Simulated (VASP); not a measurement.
Consider the following.

```yaml
crystal:
  lattice:
    - [0.00000, 2.97431, 2.97431]
    - [2.97431, 0.00000, 2.97431]
    - [2.97431, 2.97431, 0.00000]
  atoms:
    - { symbol: Li, position: [0.25000, 0.25000, 0.25000] }
    - { symbol: Li, position: [0.75000, 0.75000, 0.75000] }
    - { symbol: Se, position: [0.00000, 0.00000, 0.00000] }
```

Method: PBEsol GGA, VASP's PBE PAW potentials (set 64) (plane waves; VASP 6.6.1). Numerical set-up: 520 eV cut-off, 7×7×7 Γ-centred mesh, Gaussian smearing of 0.050 eV, potentials Li_sv Se.

Q: What does the run give for the energy per atom (σ→0)?

A: 
The energy per atom (σ→0) is -3.853 eV/atom.

The absolute energy has meaning only against runs of the same code, potentials and settings.

The compound is Li2Se in the antifluorite structure. It was relaxed first. The start is the result of an earlier pass.
